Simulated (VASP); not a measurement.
## CrC (relaxed from the CsCl type structure, space group Pm-3m): computed properties

All values below come from PBE GGA, VASP's PBE PAW potentials (set 64) (plane waves; VASP).

```yaml
space_group: Pm-3m (221)
cell: a = b = c = 2.519 Å, α = β = γ = 90.00°
volume_per_atom: 7.99 Å³/atom
band gap (over mesh and band path): none (metal, semimetal or under 0.01 eV)
density: 6.65 g/cm³
```

```cif
data_CCr
_chemical_formula_sum 'Cr1 C1'
_space_group_name_H-M_alt 'Pm-3m'
_space_group_IT_number 221
_space_group_name_Hall '-P 4 2 3'
_cell_length_a 2.51926
_cell_length_b 2.51926
_cell_length_c 2.51926
_cell_angle_alpha 90.000
_cell_angle_beta 90.000
_cell_angle_gamma 90.000
loop_
_atom_site_label
_atom_site_type_symbol
_atom_site_symmetry_multiplicity
_atom_site_Wyckoff_symbol
_atom_site_fract_x
_atom_site_fract_y
_atom_site_fract_z
_atom_site_occupancy
Cr1 Cr 1 a 0.00000 0.00000 0.00000 1
C1 C 1 b 0.50000 0.50000 0.50000 1
```

The structure was generated: CrC was put into the CsCl type type (Pm-3m), which need not be its known phase. It was relaxed first, which changed the volume by -27 %. Symmetry was kept, so distortions that lower it aren't found.
